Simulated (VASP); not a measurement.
The input files of a VASP run:

**KPOINTS**
```
Automatic mesh
0
Gamma
21 21 1
0 0 0
```

### POSCAR
```
Be
2.3164170
  1.0000000000   0.0000000000   0.0000000000
 -0.4999997841   1.8001305464   0.0000000000
  0.0000000000   0.0000000000  10.3738661908
Be
12
Cart
  0.0000006272   1.0606315176   3.0219072214
  0.5000001935   1.6135002119   3.6404904885
  0.5000005772   0.6439949029   3.7641780950
  0.0000001435   1.1968635972   4.3827613621
  0.0000005273   0.2273582881   4.5064904642
  0.5000000936   0.7802269825   5.1250737313
  0.0000001932   1.6108540200   5.2487924595
  0.0000000436   0.3635903678   5.8673757266
  0.5000001432   1.1942174053   5.9910633332
  0.0000002095   1.7470842995   6.6096466002
  0.0000000932   0.7775807906   6.7333757023
  0.5000001595   1.3304476848   7.3519589694
```

### INCAR
```
SYSTEM = Be
PREC = Accurate
ENCUT = 420
EDIFF = 1E-09
NELM = 100
ALGO = Normal
LREAL = .FALSE.
LASPH = .TRUE.
ISMEAR = -1
SIGMA = 0.1
LWAVE = .FALSE.
LCHARG = .FALSE.
ISIF = 2
```

POTCAR, in this order: Be (LDA.64 set). Program: vasp_std.

### Question
Translate this LDA calculation to Quantum ESPRESSO's pw.x.

### Answer
One equivalent input (not run):
```
&CONTROL
  calculation = 'scf'
  pseudo_dir = './pseudo'
  outdir = './out'
  tprnfor = .true.
  tstress = .true.
/
&SYSTEM
  ibrav = 0
  nat = 12
  ntyp = 1
  ecutwfc = 88
  occupations = 'smearing'
  smearing = 'fermi-dirac'
  degauss = 0.00735
  input_dft = 'pz'
/
&ELECTRONS
  conv_thr = 7.3e-11
  electron_maxstep = 100
/
ATOMIC_SPECIES
  Be 9.012 Be.upf
CELL_PARAMETERS angstrom
     2.3164170    0.0000000    0.0000000
    -1.1582080    4.1698530    0.0000000
     0.0000000    0.0000000   24.0302000
ATOMIC_POSITIONS crystal
  Be   0.2945990  0.5891970  0.2913000
  Be   0.9481620  0.8963240  0.3509290
  Be   0.6788750  0.3577490  0.3628520
  Be   0.3324380  0.6648760  0.4224810
  Be   0.0631510  0.1263010  0.4344080
  Be   0.7167140  0.4334280  0.4940370
  Be   0.4474270  0.8948540  0.5059630
  Be   0.1009900  0.2019800  0.5655920
  Be   0.8317030  0.6634060  0.5775150
  Be   0.4852660  0.9705320  0.6371440
  Be   0.2159790  0.4319580  0.6490710
  Be   0.8695420  0.7390840  0.7087000
K_POINTS automatic
  21 21 1 0 0 0
```
The two are equivalent in intent, not identical: the potentials are each code's own (VASP's PAW set, PseudoDojo norm-conserving files in pw.x), so ENCUT and ecutwfc are chosen apart and not converted; conv_thr bounds pw.x's estimated SCF error, while EDIFF bounds the energy change between steps.

The cell is a sheet with vacuum, built from a database entry that may be metastable or hypothetical.
